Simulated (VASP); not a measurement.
A convergence study with VASP on KTaO₃ (cubic perovskite): a few settings are varied, all else stays as given below, so the limit is that of these other settings. The cell's lengths are 1 % over those of the tabulated start and one atom is moved, so it is off equilibrium.

```
KTaO3
1.0
    4.02990     0.00000     0.00000
    0.00000     4.02990     0.00000
    0.00000     0.00000     4.02990
K Ta O
1 1 3
Direct
  0.00000   0.00000   0.00000
  0.50000   0.50000   0.50000
  0.50000   0.00000   0.50000
  0.00000   0.50000   0.50000
  0.51504   0.50000   0.00000
```

All values below come from LDA (Ceperley-Alder, Perdew-Zunger), VASP's LDA PAW potentials (set 64) (plane waves; VASP). The last row used: 700 eV cut-off, 4×4×4 Γ-centred mesh, Gaussian smearing of 0.050 eV, potentials K_sv Ta_pv O.

```csv
setting,E (eV/atom),pressure (GPa),largest force (eV/Å),electronic steps
"ALGO = Normal, EDIFF = 1E-2",-8.9876,-7.81,0.313,9
"ALGO = Normal, EDIFF = 1E-3",-8.9873,-10.43,0.312,11
"ALGO = Normal, EDIFF = 1E-4",-8.9873,-10.39,0.312,11
"ALGO = Normal, EDIFF = 1E-5",-8.9873,-10.36,0.312,12
"ALGO = Normal, EDIFF = 1E-6",-8.9873,-10.39,0.312,13
"ALGO = Normal, EDIFF = 1E-7",-8.9873,-10.40,0.312,14
"ALGO = Normal, EDIFF = 1E-8",-8.9873,-10.40,0.312,15
"ALGO = Normal, EDIFF = 1E-9",-8.9873,-10.40,0.312,16
"ALGO = Fast, EDIFF = 1E-2",-8.9873,-9.72,0.314,10
"ALGO = Fast, EDIFF = 1E-3",-8.9873,-10.06,0.308,11
"ALGO = Fast, EDIFF = 1E-4",-8.9873,-10.51,0.312,14
"ALGO = Fast, EDIFF = 1E-5",-8.9873,-10.39,0.312,19
"ALGO = Fast, EDIFF = 1E-6",-8.9873,-10.40,0.312,24
"ALGO = Fast, EDIFF = 1E-7",-8.9873,-10.40,0.312,30
"ALGO = Fast, EDIFF = 1E-8",-8.9873,-10.40,0.312,36
"ALGO = Fast, EDIFF = 1E-9",-8.9873,-10.40,0.312,41
"ALGO = All, EDIFF = 1E-2",-8.9865,-9.39,0.312,13
"ALGO = All, EDIFF = 1E-3",-8.9872,-10.89,0.310,15
"ALGO = All, EDIFF = 1E-4",-8.9873,-10.34,0.310,18
"ALGO = All, EDIFF = 1E-5",-8.9873,-10.36,0.312,21
"ALGO = All, EDIFF = 1E-6",-8.9873,-10.40,0.312,26
"ALGO = All, EDIFF = 1E-7",-8.9873,-10.40,0.312,32
"ALGO = All, EDIFF = 1E-8",-8.9873,-10.40,0.312,38
"ALGO = All, EDIFF = 1E-9",-8.9873,-10.40,0.312,44
```

Left out are rungs that failed or repeat a setting and relaxations that didn't move; long series are thinned to 24 rows.

The compound is KTaO3 in the cubic perovskite structure. The cell was not relaxed at this level, it is distorted from the ideal structure.
